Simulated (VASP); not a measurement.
Here is the system:

```xyz
8
Lattice="4.4273 0.0000 0.0000 0.0000 4.4273 0.0000 0.0000 0.0000 4.4273" Properties=species:S:1:pos:R:3 pbc="T T T"
Co     3.7857     2.8552     1.5721
Co     1.5721     3.7857     2.8552
Co     0.6415     0.6415     0.6415
Co     2.8552     1.5721     3.7857
Si     0.6941     1.5195     2.9077
Si     2.9077     0.6941     1.5195
Si     3.7332     3.7332     3.7332
Si     1.5195     2.9077     0.6941
```

Method: PBE GGA, VASP's PBE PAW potentials (set 64) (plane waves; VASP). Run with 400 eV cut-off, Gaussian smearing of 0.050 eV, potentials Co Si.

Question: Give the energies of bands 17 to 30 at the high-symmetry points, in eV from the Fermi level.

Answer: 
```
band      Γ      X      M      R     X1
----  -----  -----  -----  -----  -----
17    -2.27  -2.10  -1.73  -1.30  -2.10
18    -2.27  -2.10  -1.73  -1.30  -2.10
19    -2.27  -1.69  -1.68  -1.30  -1.69
20    -0.88  -1.69  -1.68  -1.30  -1.69
21    -0.88  -1.01  -1.46  -1.19  -1.01
22    -0.88  -1.01  -1.46  -1.19  -1.01
23    -0.75  -0.62  -0.97  -1.19  -0.62
24    -0.75  -0.62  -0.97  -1.19  -0.62
25     0.02  -0.46  -0.01  -0.19  -0.46
26     0.02  -0.46  -0.01  -0.19  -0.46
27     0.02   1.03   0.61  -0.19   1.03
28     2.53   1.03   0.61  -0.19   1.03
29     2.53   1.52   2.04   5.45   1.52
30     2.53   1.52   2.04   5.45   1.52
```

It has no gap at this level: it comes out as a metal or semimetal.

The compound is CoSi in the B20 structure. It was relaxed first. The run is not spin-polarised, so no magnetic state was tried.
